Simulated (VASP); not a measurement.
Consider the following.

```
RhN
1.0
    3.06592     0.00000     0.00000
   -1.53296     2.65516     0.00000
    0.00000     0.00000     5.74842
Rh N
2 2
Direct
  0.33333   0.66667   0.00871
  0.66667   0.33333   0.50871
  0.33333   0.66667   0.36629
  0.66667   0.33333   0.86629
```

Method: PBEsol GGA, VASP's PBE PAW potentials (set 64) (plane waves; VASP). Run with 520 eV cut-off, Gaussian smearing of 0.050 eV, potentials Rh_pv N.

Question: Give the energies of bands 10 to 23 at the high-symmetry points, in eV from the Fermi level.

Answer: 
| band | Γ | M | K | A | L | H |
|---|---|---|---|---|---|---|
| 10 | -7.24 | -7.27 | -6.19 | -7.65 | -7.65 | -7.02 |
| 11 | -6.93 | -6.51 | -6.03 | -6.71 | -5.92 | -6.72 |
| 12 | -6.93 | -6.29 | -6.03 | -6.71 | -5.92 | -6.72 |
| 13 | -6.44 | -5.40 | -5.47 | -6.71 | -5.87 | -4.88 |
| 14 | -6.44 | -5.14 | -5.47 | -6.71 | -5.87 | -4.88 |
| 15 | -2.94 | -3.57 | -3.80 | -2.53 | -2.49 | -3.52 |
| 16 | -2.94 | -2.15 | -3.29 | -2.53 | -2.49 | -3.52 |
| 17 | -2.17 | -1.80 | -2.96 | -2.53 | -1.76 | -2.06 |
| 18 | -2.17 | -1.67 | -2.96 | -2.53 | -1.76 | -2.06 |
| 19 | -1.81 | -1.43 | -1.11 | 0.35 | -1.31 | -1.03 |
| 20 | 1.08 | -1.43 | -0.05 | 0.35 | -1.31 | -1.03 |
| 21 | 1.75 | -0.34 | -0.05 | 2.57 | 0.28 | 0.04 |
| 22 | 1.75 | 0.06 | 1.12 | 2.57 | 0.28 | 0.04 |
| 23 | 3.33 | 1.26 | 1.12 | 2.57 | 1.34 | 1.39 |

It has no gap at this level: it comes out as a metal or semimetal.

The structure was generated: RhN was put into the wurtzite type (P6_3mc), which need not be its known phase. It was relaxed first, which changed the volume by -21 %.
